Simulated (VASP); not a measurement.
Consider the following.

```
Sb
1.0
    3.93971    -2.14817    -0.00169
    3.93971     2.14817    -0.00169
    2.76991     0.00000     3.53038
Sb
2
Direct
  0.23295   0.23295   0.23295
  0.76705   0.76705   0.76705
```

All values below come from PBE GGA, VASP's PBE PAW potentials (set 64) (plane waves; VASP). Numerical set-up: 520 eV cut-off, 7×7×7 Γ-centred mesh, Gaussian smearing of 0.050 eV, potentials Sb.

**Question.** The ions and cell shape at fixed volume are relaxed. Predict the relaxed structure.

**Answer.** 
```
Sb
1.0
    3.88704    -2.16525    -0.02951
    3.88704     2.16525    -0.02951
    2.70794     0.00000     3.53063
Sb
2
Direct
  0.23601   0.23601   0.23601
  0.76399   0.76399   0.76399
```
Space group R-3m (166), at a tolerance of 0.03 Å.

**Question.** How much energy does the relaxation gain?

**Answer.** The energy (σ→0) changes by -6.3 meV/atom, in 6 ionic steps.

| step | E(σ→0) (eV) | max force (eV/Å) | pressure (GPa) | volume (Å³) |
|---|---|---|---|---|
| 1 | -8.2543 | 0.325 | 3.67 | 59.78 |
| 2 | -8.2629 | 0.159 | 3.18 | 59.78 |
| 3 | -8.2663 | 0.047 | 2.57 | 59.78 |
| 4 | -8.2664 | 0.024 | 2.63 | 59.78 |
| 5 | -8.2668 | 0.011 | 2.62 | 59.78 |
| 6 | -8.2669 | 0.001 | 2.61 | 59.78 |

The compound is Sb in the a7 structure. This cell is one point of a volume scan, at 0.94 of the reference volume. Symmetry was kept, so distortions that lower it aren't found.
